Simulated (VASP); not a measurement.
Consider the following.

```xyz
5
Lattice="4.2971 0.0000 0.0000 0.0000 4.2971 0.0000 0.0000 0.0000 4.2971" Properties=species:S:1:pos:R:3 pbc="T T T"
Ba     0.0000     0.0000     0.0000
Zr     2.1485     2.1485     2.1485
O      2.1485     0.0000     2.1485
O      0.0000     2.1485     2.1485
O      2.1485     2.1485     0.0000
```

Calculation: vdW-DF2, VASP's PBE PAW potentials (set 64) (plane waves; VASP). Settings: 520 eV cut-off, 5×5×5 Γ-centred mesh, Gaussian smearing of 0.050 eV, potentials Ba_sv Zr_sv O.

### Question
Predict the energy per atom (σ→0).

### Answer

```
Item                           Result
---------------------  --------------
energy per atom (σ→0)  -6.459 eV/atom
```

Only differences to runs with the same potentials and settings are physical.

The compound is BaZrO3 in the cubic perovskite structure. It was relaxed first, which changed the volume by +8 %. The start is the result of an earlier pass.
